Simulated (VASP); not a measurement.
VASP input:

File KPOINTS:
```
Automatic mesh
0
Gamma
7 7 7
0 0 0
```

### INCAR
```
SYSTEM = CaO
PREC = Accurate
ENCUT = 520
EDIFF = 1E-6
NELM = 100
ALGO = Normal
LREAL = .FALSE.
LASPH = .TRUE.
ISMEAR = 0
SIGMA = 0.05
GGA = PE
LWAVE = .FALSE.
LCHARG = .FALSE.
ISIF = 2
```

**POSCAR**
```
CaO
1
    0.0000000000     2.4050000000     2.4050000000
    2.4050000000     0.0000000000     2.4050000000
    2.4050000000     2.4050000000     0.0000000000
Ca O
1 1
Direct
  0.0000000000   0.0000000000   0.0000000000
  0.5000000000   0.5000000000   0.5000000000
```

POTCAR, in this order: Ca_sv O (PBE.64 set). Program: vasp_gam.

Question: What happens when VASP runs on this input?

Answer: There is a fault: the Γ-only program was given a k-mesh. VASP stops with an error: You are using the Gamma-point-only version with more than one k-point or some other non-Gamma k-point. ----> I REFUSE TO CONTINUE WITH THIS SICK JOB ... BYE!!! <----

**standard output**
```
 POSCAR found type information on POSCAR CaO
 POSCAR found :  2 types and       2 ions
 Reading from existing POTCAR
 Reading from existing POTCAR
 LDA part: xc-table for (Slater+PW92), standard interpolation

 -----------------------------------------------------------------------------
|                                                                             |
|     EEEEEEE  RRRRRR   RRRRRR   OOOOOOO  RRRRRR      ###     ###     ###     |
|     E        R     R  R     R  O     O  R     R     ###     ###     ###     |
|     E        R     R  R     R  O     O  R     R     ###     ###     ###     |
|     EEEEE    RRRRRR   RRRRRR   O     O  RRRRRR       #       #       #      |
|     E        R   R    R   R    O     O  R   R                               |
|     E        R    R   R    R   O     O  R    R      ###     ###     ###     |
|     EEEEEEE  R     R  R     R  OOOOOOO  R     R     ###     ###     ###     |
|                                                                             |
|     You are using the Gamma-point-only version with more than one           |
|     k-point or some other non-Gamma k-point.                                |
|                                                                             |
|       ---->  I REFUSE TO CONTINUE WITH THIS SICK JOB ... BYE!!! <----       |
|                                                                             |
 -----------------------------------------------------------------------------
```

To mend it, run vasp_std.

The mended run (PBE GGA, plane waves, VASP's PBE PAW potentials (set 64)) converges, and its OSZICAR ends with
```
   1 F= -.12802037E+02 E0= -.12802037E+02  d E =-.352776E-18
```

The compound is CaO in the rock salt structure. The cell was not relaxed at this level.
